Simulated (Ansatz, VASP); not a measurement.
## SnTe2: VASP beside Ansatz

Wanted: the spread between two codes on one cell, functional and k mesh. The cell is generated by rule, not measured, and may not be a known phase. The cell is taken from a series of VASP runs on this material, whose earlier steps may have relaxed, scaled or displaced it; both programs get it as it stands.

Main program and level: Ansatz 0.2.0; plane waves, with VASP 6.6.1 beside it; band structure at PBE, spin-orbit coupling.

The structure was built from a prototype and need not be the compound's stable phase.

## (1) The starting structure

The structure is cubic, space group Fm-3m (No. 225). Conventional cell: a = 7.590 Å, b = 7.590 Å, c = 7.590 Å, α = 90.00°, β = 90.00°, γ = 90.00°. Sn has 8 Te at 3.29 Å nearest. Nearest to Te lie 4 Sn at 3.29 Å. Farther neighbours and most contacts between anions are not listed.

## (2) VASP: band structure, PBE, spin-orbit coupling

A single point gives forces, pressure and levels at one fixed geometry, so differences don't come from the geometry; what else differs is listed under the comparison.

Lines of VASP's logs that name or quote its potential files are left out, and so is its time.

Input file INCAR:

```
SYSTEM = SnTe2
PREC = Accurate
ENCUT = 400
EDIFF = 1E-06
NELM = 100
ISMEAR = 0
SIGMA = 0.02
LREAL = .FALSE.
ALGO = Normal
GGA = PE
LNONCOLLINEAR = .TRUE.
MAGMOM = 0 0 0 0 0 0 0 0 0
NBANDS = 38
GGA_COMPAT = .FALSE.
LASPH = .TRUE.
LSORBIT = .TRUE.
LORBIT = 11
LWAVE = .FALSE.
LCHARG = .FALSE.
KPAR = 4
ISIF = 2
```

Input file POSCAR:

```
SnTe2
1.0
    0.0000000000      3.7948100000      3.7948100000
    3.7948100000      0.0000000000      3.7948100000
    3.7948100000      3.7948100000      0.0000000000
Sn Te
1 2
Direct
    0.0000000000      0.0000000000      0.0000000000
    0.2500000000      0.2500000000      0.2500000000
    0.7500000000      0.7500000000      0.7500000000
```

Input file KPOINTS:

```
Automatic mesh
0
Gamma
6 6 6
0 0 0
```

Input file KPOINTS_OPT:

```
Line mode
16
Line-mode
Reciprocal
  0.00000000   0.00000000   0.00000000 GAMMA
  0.50000000   0.00000000   0.50000000 X

  0.50000000   0.00000000   0.50000000 X
  0.50000000   0.25000000   0.75000000 W

  0.50000000   0.25000000   0.75000000 W
  0.37500000   0.37500000   0.75000000 K

  0.37500000   0.37500000   0.75000000 K
  0.00000000   0.00000000   0.00000000 GAMMA

  0.00000000   0.00000000   0.00000000 GAMMA
  0.50000000   0.50000000   0.50000000 L

  0.50000000   0.50000000   0.50000000 L
  0.62500000   0.25000000   0.62500000 U

  0.62500000   0.25000000   0.62500000 U
  0.50000000   0.25000000   0.75000000 W

  0.50000000   0.25000000   0.75000000 W
  0.50000000   0.50000000   0.50000000 L

  0.50000000   0.50000000   0.50000000 L
  0.37500000   0.37500000   0.75000000 K

  0.62500000   0.25000000   0.62500000 U
  0.50000000   0.00000000   0.50000000 X
```

PAW data sets: Sn_d and Te (PBE family, release 64).

On the command line:

```console
$ mpirun -np 4 vasp_ncl
```

Numbers of over 12 decimals in the logs are rounded to 6 here.

Output:

```text
[banner, memory and clock lines left out]
running    4 mpi-ranks, on    1 nodes
 distrk:  each k-point on    1 cores,    4 groups
 distr:  one band on    1 cores,    1 groups

 POSCAR found type information on POSCAR SnTe
 POSCAR found :  2 types and       3 ions
 LDA part: xc-table for (Slater+PW92), standard interpolation
 POSCAR, INCAR and KPOINTS ok, starting setup
 FFT: planning ... GRIDC
 FFT: planning ... GRID_SOFT
 FFT: planning ... GRID
 WAVECAR not read
 entering main loop
       N       E                     dE             d eps       ncg     rms          rms(c)
DAV:   1     0.189578157583E+03    0.18958E+03   -0.95740E+03  1228   0.115E+03
DAV:   2     0.156582642553E+02   -0.17392E+03   -0.16675E+03  1286   0.303E+02
DAV:   3    -0.879638123171E+01   -0.24455E+02   -0.23614E+02  1490   0.121E+02
DAV:   4    -0.100437493870E+02   -0.12474E+01   -0.12320E+01  1384   0.295E+01
DAV:   5    -0.100946235448E+02   -0.50874E-01   -0.50860E-01  1730   0.596E+00    0.577E+00
DAV:   6    -0.100675223164E+02    0.27101E-01   -0.55003E-02  1528   0.234E+00    0.375E+00
DAV:   7    -0.100683352245E+02   -0.81291E-03   -0.21150E-02  1490   0.853E-01    0.201E+00
DAV:   8    -0.100696296670E+02   -0.12944E-02   -0.18124E-03  1448   0.287E-01    0.185E-01
DAV:   9    -0.100695222461E+02    0.10742E-03   -0.77790E-04  1562   0.302E-01    0.738E-02
DAV:  10    -0.100696669047E+02   -0.14466E-03   -0.17678E-04  1344   0.716E-02    0.374E-02
DAV:  11    -0.100696883429E+02   -0.21438E-04   -0.10862E-05  1502   0.219E-02    0.206E-02
DAV:  12    -0.100697082734E+02   -0.19931E-04   -0.21534E-05  1178   0.186E-02    0.806E-03
DAV:  13    -0.100697112231E+02   -0.29498E-05   -0.22744E-06  1148   0.934E-03    0.366E-03
DAV:  14    -0.100697121682E+02   -0.94510E-06   -0.18361E-06  1032   0.643E-03
   1 F= -.10069712E+02 E0= -.10068967E+02  d E =-.149084E-02  mag=    -0.0000     0.0000     0.0000
 Start KPOINTS_OPT (optional k-point list driver)
k-point batch [1-16\160]
       N       E                     dE             ncg
DAV:   1     0.550540358823E+03   -0.35567E+04     1216
DAV:   2    -0.219330415796E+04   -0.27438E+04     1264
DAV:   3    -0.258793581616E+04   -0.39463E+03     1416
DAV:   4    -0.261040024947E+04   -0.22464E+02     1392
DAV:   5    -0.261126380426E+04   -0.86355E+00     1634
DAV:   6    -0.261128274291E+04   -0.18939E-01     1632
DAV:   7    -0.261128336586E+04   -0.62295E-03     1722
DAV:   8    -0.261128337166E+04   -0.58073E-05     1536
DAV:   9    -0.261128337178E+04   -0.11302E-06      848
[...]
k-point batch [145-160\160]
       N       E                     dE             ncg
DAV:   1     0.561872949478E+03   -0.89412E+04     1230
DAV:   2    -0.221255781806E+04   -0.27744E+04     1280
DAV:   3    -0.261273510937E+04   -0.40018E+03     1490
DAV:   4    -0.263227313804E+04   -0.19538E+02     1416
DAV:   5    -0.263307578515E+04   -0.80265E+00     1728
DAV:   6    -0.263309113717E+04   -0.15352E-01     1672
DAV:   7    -0.263309167554E+04   -0.53837E-03     1770
DAV:   8    -0.263309168016E+04   -0.46275E-05     1528
DAV:   9    -0.263309168029E+04   -0.12344E-06      926
```

From OUTCAR (step 2):

```text
ion  position               nearest neighbor table
   1  0.000  0.000  0.000-   3 3.29   3 3.29   3 3.29   2 3.29   3 3.29   2 3.29   2 3.29   2 3.29

  LATTYP: Found a face centered cubic cell.
 ALAT       =     7.5896200000

 Subroutine GETGRP returns: Found 48 space group operations
 (whereof 48 operations were pure point group operations)

The static configuration has the point symmetry O_h .

 Found     16 irreducible k-points:

   k-points           NKPTS =     16   k-points in BZ     NKDIM =     16   number of bands    NBANDS=     38

   dimension x,y,z NGX =    36 NGY =   36 NGZ =   36
   dimension x,y,z NGXF=    72 NGYF=   72 NGZF=   72

   ENCUT  =  400.0 eV  29.40 Ry    5.42 a.u.   8.75  8.75  8.75*2*pi/ulx,y,z

   NELECT =      26.0000    total number of electrons

 k-points in reciprocal lattice and weights: Automatic mesh
   0.00000000  0.00000000  0.00000000       0.005
   0.16666667  0.00000000  0.00000000       0.037
   0.33333333  0.00000000  0.00000000       0.037
   0.50000000  0.00000000  0.00000000       0.019
   0.16666667  0.16666667  0.00000000       0.028
   0.33333333  0.16666667  0.00000000       0.111
   0.50000000  0.16666667  0.00000000       0.111
  -0.33333333  0.16666667  0.00000000       0.111
  -0.16666667  0.16666667  0.00000000       0.056
[...]
-0.33333333  0.33333333  0.16666667       0.111
  -0.33333333  0.50000000  0.16666667       0.056

 average (electrostatic) potential at core
       1-102.2392       2 -89.5606       3 -89.5606

 E-fermi :   4.8030

 k-point     1 :       0.0000    0.0000    0.0000
  band No.  band energies     occupation
    ...
     24       3.0132      1.00000
     25       3.7141      1.00000
     26       3.7141      1.00000
     27       3.7141      1.00000
     28       3.7141      1.00000
     29       6.0057      0.00000
     30       6.0057      0.00000
     31       6.5888      0.00000
     32       6.5888      0.00000
     33       6.5888      0.00000
    ...

 k-point     2 :       0.1667    0.0000    0.0000
  band No.  band energies     occupation
    ...
     24       3.1334      1.00000
     25       3.6606      1.00000
     26       3.6606      1.00000
     27       4.5073      1.00000
     28       4.5073      1.00000
     29       6.2805      0.00000
     30       6.2805      0.00000
     31       6.6720      0.00000
     32       6.6720      0.00000
     33       6.7652      0.00000
    ...

 k-point     3 :       0.3333    0.0000    0.0000
  band No.  band energies     occupation
    ...
     22       2.3787      1.00000
     23       2.9313      1.00000
     24       2.9313      1.00000
     25       3.4378      1.00000
     26       3.4378      1.00000
     27       5.1038      0.00000
     28       5.1038      0.00000
     29       7.0682      0.00000
     30       7.0682      0.00000
     31       7.4646      0.00000
    ...

  Total       -1.1501294     -1.1501294     -1.1501294      0.0000000      0.0000000      0.0000000
  in kB      -16.8599851    -16.8599851    -16.8599851      0.0000000      0.0000000      0.0000000
  external PRESSURE =     -16.8599851 kB  Pullay stress =       0.0000000 kB

  energy-cutoff  :      400.00
  volume of cell :      109.29
      direct lattice vectors                 reciprocal lattice vectors
     0.000000000  3.794810000  3.794810000    -0.131758902  0.131758902  0.131758902
     3.794810000  0.000000000  3.794810000     0.131758902 -0.131758902  0.131758902
     3.794810000  3.794810000  0.000000000     0.131758902  0.131758902 -0.131758902

 POSITION                                       TOTAL-FORCE (eV/Angst)
 -----------------------------------------------------------------------------------
      0.00000      0.00000      0.00000        -0.000000     -0.000000     -0.000000
      1.89741      1.89741      1.89741         0.000000      0.000000     -0.000000
      5.69222      5.69222      5.69222        -0.000000     -0.000000      0.000000
 -----------------------------------------------------------------------------------
    total drift:                                0.000000      0.000000      0.000000

  FREE ENERGIE OF THE ION-ELECTRON SYSTEM (eV)
  ---------------------------------------------------
  free  energy   TOTEN  =       -10.0697121682 eV

  energy  without entropy=      -10.0682213286  energy(sigma->0) =      -10.06896675

 Spin-Orbit-Coupling matrix elements
 Ion:    1  E_soc:     -0.0841811
 Ion:    2  E_soc:     -0.3074107
 Ion:    3  E_soc:     -0.3074107

 total charge
# of ion       s       p       d       tot
------------------------------------------
    1        1.355   0.694   9.981  12.031
    2        1.413   1.840   0.021   3.274
    3        1.413   1.840   0.021   3.274
--------------------------------------------------
tot          4.182   4.374  10.024  18.579

 magnetization (x)
# of ion       s       p       d       tot
------------------------------------------
    1        0.000   0.000   0.000   0.000
    2       -0.000  -0.000  -0.000  -0.000
    3       -0.000  -0.000  -0.000  -0.000
--------------------------------------------------
tot         -0.000  -0.000  -0.000  -0.000

 magnetization (y)
# of ion       s       p       d       tot
------------------------------------------
    1        0.000   0.000  -0.000   0.000
    2        0.000   0.000  -0.000  -0.000
    3        0.000   0.000  -0.000  -0.000
--------------------------------------------------
tot          0.000   0.000  -0.000  -0.000

 magnetization (z)
# of ion       s       p       d       tot
------------------------------------------
    1        0.000  -0.000  -0.000  -0.000
    2        0.000   0.000   0.000   0.000
    3        0.000   0.000   0.000   0.000
--------------------------------------------------
tot          0.000   0.000  -0.000   0.000

[... 3 further parts left out ...]
```

The run ends at a pressure of -1.69 GPa.

## (3) Ansatz: band structure, PBE, spin-orbit coupling

Ansatz runs on its fully relativistic PAW (standard-fr) files.

The same cell, functional, mesh and smearing now go to Ansatz, which takes its cutoff from its data sets.

Input file input.yaml:

```yaml
crystal:
  lattice:
    - [0.0, 3.79481, 3.79481]
    - [3.79481, 0.0, 3.79481]
    - [3.79481, 3.79481, 0.0]
  atoms:
    - { symbol: Sn, position: [0.0, 0.0, 0.0] }
    - { symbol: Te, position: [0.25, 0.25, 0.25] }
    - { symbol: Te, position: [0.75, 0.75, 0.75] }
hamiltonian:
  xc: pbe
  pseudopotentials: { kind: paw_fr }
magnetization:
  noncollinear: true
  spin_orbit: true
kpoints:
  mp_grid: { grid: [6, 6, 6] }
  band_path:
    path:
      - [0.0, 0.0, 0.0]
      - [0.16667, 0.0, 0.16667]
      - [0.33333, 0.0, 0.33333]
      - [0.5, 0.0, 0.5]
      - [0.5, 0.08333, 0.58333]
      - [0.5, 0.18333, 0.68333]
      - [0.5, 0.25, 0.75]
      - [0.45, 0.3, 0.75]
      - [0.40833, 0.34167, 0.75]
      - [0.35, 0.35, 0.7]
      - [0.225, 0.225, 0.45]
      - [0.075, 0.075, 0.15]
      - [0.03333, 0.03333, 0.03333]
      - [0.23333, 0.23333, 0.23333]
      - [0.4, 0.4, 0.4]
      - [0.51667, 0.46667, 0.51667]
      - [0.55833, 0.38333, 0.55833]
      - [0.60833, 0.28333, 0.60833]
      - [0.60833, 0.25, 0.64167]
      - [0.55833, 0.25, 0.69167]
      - [0.51667, 0.25, 0.73333]
      - [0.5, 0.3, 0.7]
      - [0.5, 0.38333, 0.61667]
      - [0.5, 0.48333, 0.51667]
      - [0.475, 0.475, 0.55]
      - [0.425, 0.425, 0.65]
      - [0.38333, 0.38333, 0.73333]
      - [0.59167, 0.18333, 0.59167]
      - [0.55, 0.1, 0.55]
      - [0.5, 0.0, 0.5]
    npoints: 1
scf:
  occupations: { method: gaussian, width: 0.02 }
  n_extra_bands: 14
output:
  forces: true
  stress: true
  eigenvalues: true
  write_density: true
  write_potential: true
  elf: true
  volumetric_format: npy
```

On the command line:

```console
$ ansatz run input.yaml --threads 2 --pin off --max-ram 4608MiB --backend cpu --events-out ev --progress --plain --runs-dir out
```

Output:

```text
scf.n_extra_bands = 14 over 46 filled bands (N_el = 46.0): the run solves 60 bands
Engine: ansatz 0.2.0, aarch64-unknown-linux-gnu
Pseudopotentials: kind: paw_fr
Pseudopotential: Sn, paw_fr, valence charge 14, recommended cutoff 420 eV (normal), Sn.paw.azcp#standard-fr
Pseudopotential: Te, paw_fr, valence charge 16, recommended cutoff 420 eV (normal), Te.paw.azcp#standard-fr
Functional definition: PBE
  parameter kappa = 0.804
  parameter beta = 0.066725
  exchange = pbe_x(kappa = kappa, mu = beta*pi^2/3)
  correlation = pbe_c(beta = beta)
non-collinear run that drives no moment, with spin-orbit: no starting moment large enough to seed its density (crystal.atoms[].spin), no starting occupations that ask for one, no magnetisation constraint and no magnetic field, so the semilocal B_xc is pinned to zero
Crystal: 3 atoms, lattice volume = 109.295 Å³
Basis set: ecut = 420 eV, 2109 PW (Γ), exchange–correlation on 72×72×72 points (8 copies of the dense FFT grid, shifted against one another)
Bands: 60, of which v1, the nominal top of the filled ones, is band 46 counted from 1 (45 counted from 0)
Symmetry: 48 space group operations + 48 with time reversal
Magnetic group: BNS 225.117 (UNI 1619), of the structure as read, at distance tolerance 4.8e-5 Å
k-points: 16 of 216
Projection manifold: j_resolved (fully-relativistic pseudo-atomic orbitals)
Non-local potential: Sn, projectors of the file, l = 0: 2, l = 1: 4, l = 2: 4, l = 3: 4
Non-local potential: Te, projectors of the file, l = 0: 2, l = 1: 4, l = 2: 4, l = 3: 4
PAW form: soft (Blöchl's): semilocal exchange-correlation on the pseudo side does not see the compensation charge
PAW one-centre angular grid: Sn, 590 points (default); XC on 64 Gauss nodes
PAW one-centre angular grid: Te, 590 points (default); XC on 64 Gauss nodes
Initial density: superposition of atomic densities (chi_scale 0.1, normalization cell, long waves kept (reshape's long-wave potential 0.00 eV rms))
Initial wavefunctions: pseudopotential atomic-orbital guess
Functional: x = pbe(κ = 0.804, μ = 0.219515), c = pbe(β = 0.066725)
SCF iter   1: F=—  HF=-19991.384729 eV  |F-HF|=—  |Δ(HF+E_count)|=         —  Δρ=8.90e-3  dr2=8.40e-2  dr2_m=0.00e0 (ungated)  ethr=3.10e-3  |M|=0.00e0 ∫|m|=0.00e0 μB  |m|>n=0.0e0 m-floor=0.0e0 τ_xc=0.0e0  β_m=0.30  ⟨swp⟩=8.8  Hψ=2443  notcnv=0  defer=40
preconditioner: auto → Resta (q_TF=auto, 2.362 Å⁻¹)  ε∞=3.6  [insulator: Δε(μ)=0.038 eV  Ē_g=8.857 eV  σ=0.020 eV  W_gap=0.61  n_scr=26 (ndim 8)  ℏωp=14.2 eV  f_vac=0.069  D(μ)=6.50/eV (n_scr^D=58)  ε∞_Penn≈3.6]
spin=Noncollinear: Resta preconditioning applied to the charge; magnetization (m_x, m_y, m_z) channels mix plain (no charge-response kernel on spin).
SCF iter   2: F=—  HF=-19991.381563 eV  |F-HF|=—  |Δ(HF+E_count)|=   3.17e-3  Δρ=6.73e-3  dr2=5.05e-2  dr2_m=0.00e0 (ungated)  ethr=1.83e-4  |M|=0.00e0 ∫|m|=0.00e0 μB  |m|>n=0.0e0 m-floor=0.0e0 τ_xc=0.0e0  β_m=0.65  ⟨swp⟩=2.0  Hψ=675  notcnv=0  defer=100
SCF iter   3: F=—  HF=-19991.382921 eV  |F-HF|=—  |Δ(HF+E_count)|=   1.36e-3  Δρ=7.83e-4  dr2=1.26e-3  dr2_m=0.00e0 (ungated)  ethr=1.10e-4  |M|=0.00e0 ∫|m|=0.00e0 μB  |m|>n=0.0e0 m-floor=0.0e0 τ_xc=0.0e0  β_m=0.69  ⟨swp⟩=2.8  Hψ=784  notcnv=0  defer=106
SCF iter   4: F=—  HF=-19991.383013 eV  |F-HF|=—  |Δ(HF+E_count)|=   9.23e-5  Δρ=3.13e-4  dr2=2.63e-4  dr2_m=0.00e0 (ungated)  ethr=2.75e-6  |M|=0.00e0 ∫|m|=0.00e0 μB  |m|>n=0.0e0 m-floor=0.0e0 τ_xc=0.0e0  β_m=0.76  ⟨swp⟩=2.2  Hψ=810  notcnv=0  defer=106
SCF iter   5: F=—  HF=-19991.383217 eV  |F-HF|=—  |Δ(HF+E_count)|=   2.04e-4  Δρ=1.55e-4  dr2=6.53e-5  dr2_m=0.00e0 (ungated)  ethr=5.73e-7  |M|=0.00e0 ∫|m|=0.00e0 μB  |m|>n=0.0e0 m-floor=0.0e0 τ_xc=0.0e0  β_m=0.88  ⟨swp⟩=1.9  Hψ=498  notcnv=0  defer=106
SCF iter   6: F=—  HF=-19991.383313 eV  |F-HF|=—  |Δ(HF+E_count)|=   9.57e-5  Δρ=3.40e-5  dr2=1.71e-6  dr2_m=0.00e0 (ungated)  ethr=1.42e-7  |M|=0.00e0 ∫|m|=0.00e0 μB  |m|>n=0.0e0 m-floor=0.0e0 τ_xc=0.0e0  β_m=0.94  ⟨swp⟩=2.0  Hψ=557  notcnv=0  defer=106
SCF iter   7: F=-19991.383322 eV  HF=-19991.383322 eV  |F-HF|=3.15e-7  |Δ(HF+E_count)|=   9.03e-6  Δρ=7.36e-6  dr2=8.18e-8  dr2_m=0.00e0 (ungated)  ethr=2.17e-10  |M|=0.00e0 ∫|m|=0.00e0 μB  |m|>n=0.0e0 m-floor=0.0e0 τ_xc=0.0e0  ⟨swp⟩=15.2  Hψ=3817  notcnv=0
SCF 1 converged in 7 iterations: F = -19991.383322 eV  dr2 = 8.18e-8
  greatest PAW one-centre occupation: 0.997 electrons in one spin orbital (limit 2), on the Te atom at site 2 (counted from 0), in its partial waves of l = 2
NSCF: frozen V_eff on 30 k-points
SCF converged after 7 iterations
Magnetization: |M| = 0.0000 μB,  M = (+0.0000, +0.0000, +0.0000) μB
Absolute magnetization: 0.0000 μB (∫|m|)
  site 0: m = (+0.0000, +0.0000, +0.0000) μB, |m| = 0.0000 μB  (R = 1.36 Å)
  site 1: m = (+0.0000, +0.0000, +0.0000) μB, |m| = 0.0000 μB  (R = 1.36 Å)
  site 2: m = (+0.0000, +0.0000, +0.0000) μB, |m| = 0.0000 μB  (R = 1.36 Å)
Free energy (F): -19991.383322 eV
Harris-Foulkes:  -19991.383322 eV  (|F-HF|=3.15e-7)
Internal energy: -19991.381979 eV  (E = F + TS)
E sigma→0 (E₀):  -19991.382651 eV
Entropy (-TS):   -0.001343 eV (-0.448 meV/atom)
Fermi energy:    7.239918 eV
--- Per-component energies (eV) ---
  E_band       = -689.114002
  E_kinetic    = 543.663386
  E_local      = -3824.431772  (includes V_loc(G=0)·N_el)
  E_nonlocal   = -652.724050
  E_hartree    = 2328.294031
  E_xc         = -630.216080
  E_vxc        = -302.144412  (∫ρ·V_xc dr)
  E_paw        = -13465.682169  (= ΣΔE_a)
  E_vpaw       = -1110.052340  (= ΣTr[D̂ρ^β])
  E_aug_tail   = -0.000453  (compensation charges beyond the density's cutoff)
  E_ewald      = -4290.284872
  E_smearing   = -0.001343  (= −TS)
  E_closure    = 0.000000  (closes the sum)
  Σ components = -19991.383322   (vs F -19991.383322, Δ=0.00e0)
--- Forces (eV/Å), atoms counted from 1 ---
  atom   1  Sn     0.00000000    -0.00000000     0.00000000
  atom   2  Te    -0.00000000    -0.00000000     0.00000000
  atom   3  Te    -0.00000000    -0.00000000     0.00000000
  max |Σ_I F_I| component: 6.94e-18 eV/Å
--- Stress (GPa, compression-positive) ---
       -1.649909       0.000000       0.000000
        0.000000      -1.649909      -0.000000
       -0.000000      -0.000000      -1.649909
  P = ⅓ Tr σ = -1.6499 GPa (-16.499 kbar)
--- Band table (eV; the first three rows and the last of 16) ---
  k-point 0: bands = [... 42 lower, 5.4341, 5.4341, 6.1574, 6.1574, 6.1574, 6.1574, 8.4296, 8.4296, ... 10 higher]
  k-point 1: bands = [... 42 lower, 5.5594, 5.5594, 6.1044, 6.1044, 6.9465, 6.9465, 8.7086, 8.7086, ... 10 higher]
  k-point 2: bands = [... 42 lower, 5.3579, 5.3579, 5.8822, 5.8822, 7.5420, 7.5420, 9.4994, 9.4994, ... 10 higher]
  k-point 15: bands = [... 42 lower, 6.2055, 6.2055, 7.7274, 7.7274, 7.9909, 7.9909, 9.9286, 9.9286, ... 10 higher]
```

Elapsed: 49 s, on 2 threads of Arm Neoverse N1, shared host; peak memory 0.68 GiB; 96 s of CPU time.

## (4) Differences

Known differences besides the potentials themselves: spin-orbit coupling enters by fully relativistic files in Ansatz and inside the spheres in VASP; the data sets hold 46 valence electrons in Ansatz (fully relativistic PAW (standard-fr) files) and 26 in VASP; the cutoff is 420 eV in Ansatz and 400 eV in VASP. Total energies have different zeros and are not compared.

Both answers:

| quantity | Ansatz | VASP | difference |
| --- | --- | --- | --- |
| pressure (GPa) | -1.65 | -1.69 | +0.04 |

Levels from 3 eV below to 2 eV above the Fermi level differ by 6 meV r.m.s. and 16 meV at most; each VASP level is matched to the nearest of Ansatz, which flatters the figure a little. Ansatz's pressure holds a Pulay correction of 0.02 GPa; VASP's holds none.

## (5) Summary of results

```
r.m.s. difference of levels near the Fermi level (band structure, PBE, spin-orbit coupling) : 6.0 meV
```

The r.m.s. difference of levels near the Fermi level is 6.0 meV (band structure, PBE, spin-orbit coupling), within the 80 meV picked in this series as the mark of a large difference. How closely two codes agree says nothing of how well the functional describes the real material.

[Lines on the potential files, build, host, timing and source positions are cut from VASP's logs without a mark.]

[Logs are printed without paths, hosts, clocks, repeated set-up lines and the standing remarks that a program may print on its own settings, such as how far it seeks lower states.]

[Hosts, paths, dates, database ids (printed as entryN), source tags and the programs' standing remarks are cut or masked in the printed files.]
